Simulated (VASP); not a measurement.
VASP ran on this input.

POSCAR:
```
CaSe
4.5310560
  1.0000000000   0.0000000000   0.0000000000
 -0.5000000000   0.8660254916   0.0000000000
  0.0000000000   0.0000000000   3.0897874579
Ca Se
1 1
Cart
  0.5000005000   0.2886748752   1.5448937290
 -0.0000005000   0.5773506164   1.5448937290
```

### INCAR
```
SYSTEM = CaSe
PREC = Accurate; ENCUT = 300; LREAL = .FALSE.
LASPH = .TRUE.
EDIFF = 1E-6; NELM = 100; ALGO = Normal
LMAXMIX = 4
ISMEAR = -1; SIGMA = 0.05
GGA = PE
ISIF = 2
LWAVE = .FALSE.; LCHARG = .FALSE.
```

File KPOINTS:
```
Regular mesh
0
gamma
  7 7 1
```

POTCAR, in this order: Ca_sv Se (PBE.64 set). Program: vasp_std.

**Question.** Translate this PBE calculation to Ansatz.

**Answer.** One equivalent input (not run):
Ansatz 0.2 input:
```yaml
crystal:
  lattice:
    - [4.5310560, 0.0000000, 0.0000000]
    - [-2.2655280, 3.9240100, 0.0000000]
    - [0.0000000, 0.0000000, 14.0000000]
  atoms:
    - { symbol: Ca, position: [0.6666670, 0.3333330, 0.5000000] }
    - { symbol: Se, position: [0.3333330, 0.6666670, 0.5000000] }
kpoints:
  mp_grid: { grid: [7, 7, 1] }
hamiltonian:
  xc: pbe
  pseudopotentials: { kind: paw }
scf:
  occupations: { method: fermi_dirac, width: 0.05 }
  max_iter: 100
output: { forces: true, stress: true, eigenvalues: true }
```
Limits of the translation: each code has its own PAW files, so the cut-off isn't converted (ENCUT is set for VASP's; basis.ecutwfc is left out, and Ansatz then takes the one that its files recommend); Ansatz stops its SCF on the density residual and VASP on the energy change (EDIFF).

The cell is a sheet with vacuum, built from a generated structure.
